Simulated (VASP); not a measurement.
```xyz
2
Lattice="0.0000 2.4112 2.4112 2.4112 0.0000 2.4112 2.4112 2.4112 0.0000" Properties=species:S:1:pos:R:3 pbc="T T T"
Y      0.0000     0.0000     0.0000
N      2.4112     2.4112     2.4112
```

Computed with LDA (Ceperley-Alder, Perdew-Zunger), VASP's LDA PAW potentials (set 64) (plane waves; VASP). Run with 520 eV cut-off, Gaussian smearing of 0.050 eV, potentials Y_sv N.

Question: Give the energies of bands 6 to 11 at the high-symmetry points, in eV from the valence-band maximum.

Answer: 
| band | Γ | X | U | L | W |
|---|---|---|---|---|---|
| 6 | 0.00 | -1.40 | -2.25 | -4.25 | -2.26 |
| 7 | 0.00 | -0.35 | -1.53 | -2.38 | -1.51 |
| 8 | 0.00 | -0.35 | -1.35 | -2.38 | -1.51 |
| 9 | 3.11 | 0.01 | 2.42 | 5.86 | 4.04 |
| 10 | 3.11 | 7.10 | 6.43 | 6.57 | 4.04 |
| 11 | 3.11 | 7.69 | 7.28 | 6.57 | 7.72 |

The gap is indirect, 0.01 eV, from the valence maximum at Γ to the conduction minimum at X.

The compound is YN in the rock salt structure. It was relaxed first.
